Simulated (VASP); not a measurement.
All values below come from r2SCAN+rVV10, VASP's PBE PAW potentials (set 64) (plane waves; VASP).

The input files of a VASP run:

File POSCAR:
```
KCl
1
    0.0000000000     3.1171990145     3.1171990145
    3.1171990145     0.0000000000     3.1171990145
    3.1171990145     3.1171990145     0.0000000000
K Cl
1 1
Direct
  0.0000000000   0.0000000000   0.0000000000
  0.5000000000   0.5000000000   0.5000000000
```

### KPOINTS
```
Automatic
0
G
 7 7 7
0 0 0
```

**INCAR**
```
# general
SYSTEM   = KCl
PREC     = Accurate
ENCUT    = 520
LREAL    = .FALSE.
LASPH    = .TRUE.

# electronic loop
EDIFF    = 1E-6
NELM     = 100
ALGO     = Normal
LMIXTAU  = .TRUE.

# smearing
ISMEAR   = 0
SIGMA    = 0.05

# functional
METAGGA  = R2SCAN
LUSE_VDW = .TRUE.
BPARAM   = 11.95
CPARAM   = 0.0093

# ions
IBRION   = 2
NSW      = 60
ISIF     = 3
EDIFFG   = -0.01

# output
LWAVE    = .FALSE.
LCHARG   = .FALSE.
```

POTCAR, in this order: K_sv Cl (PBE.64 set). Program: vasp_std.

Predict the energy per atom (σ→0), band gap (on the k-mesh).

```
Item                              Result
------------------------  --------------
energy per atom (σ→0)     -8.001 eV/atom
band gap (on the k-mesh)         5.82 eV
```

OSZICAR:
```
...
DAV:  14    -0.160011358631E+02   -0.30074E-01   -0.87947E-03   488   0.136E+00    0.524E-02
DAV:  15    -0.160008720356E+02    0.26383E-03   -0.15550E-04   800   0.993E-02    0.666E-02
DAV:  16    -0.160021576325E+02   -0.12856E-02   -0.35457E-04   500   0.253E-01    0.643E-02
DAV:  17    -0.160020702404E+02    0.87392E-04   -0.71948E-05   608   0.693E-02    0.497E-02
DAV:  18    -0.160022682799E+02   -0.19804E-03   -0.11051E-04   528   0.136E-01    0.407E-02
DAV:  19    -0.160022699324E+02   -0.16525E-05   -0.75231E-06   668   0.294E-02    0.379E-02
DAV:  20    -0.160022696976E+02    0.23476E-06   -0.98213E-07   428   0.136E-02
   1 F= -.16002270E+02 E0= -.16002270E+02  d E =-.160023E+02
```

The compound is KCl in the rock salt structure. It was relaxed first. The start is the result of an earlier pass.
